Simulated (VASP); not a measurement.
```
Na2S
1.0
    0.00000     3.24916     3.24916
    3.24916     0.00000     3.24916
    3.24916     3.24916     0.00000
Na S
2 1
Direct
  0.25000   0.25000   0.25000
  0.75000   0.75000   0.75000
  0.00000   0.00000   0.00000
```

Level of theory: PBE GGA, VASP's PBE PAW potentials (set 64) (plane waves; VASP). Numerical set-up: 300 eV cut-off, 5×5×5 Γ-centred mesh, Gaussian smearing of 0.010 eV, potentials Na_pv S.

Q: Give the energies of bands 8 to 13 at the high-symmetry points, in eV from the valence-band maximum.

A: 
```
band     Γ      X      U      L      W
----  ----  -----  -----  -----  -----
8     0.00  -1.50  -1.25  -1.67  -1.03
9     0.00  -0.46  -0.94  -0.13  -1.03
10    0.00  -0.46  -0.35  -0.13  -0.59
11    2.55   3.85   4.57   4.87   4.83
12    7.81   6.07   6.50   6.53   7.32
13    7.81   8.61   7.99   7.20   7.32
```

The gap is direct, 2.55 eV, from the valence maximum at Γ to the conduction minimum at Γ.

The structure comes from a computed database's Na2S entry; how it stands against other phases isn't given here. The cell was not relaxed at this level.
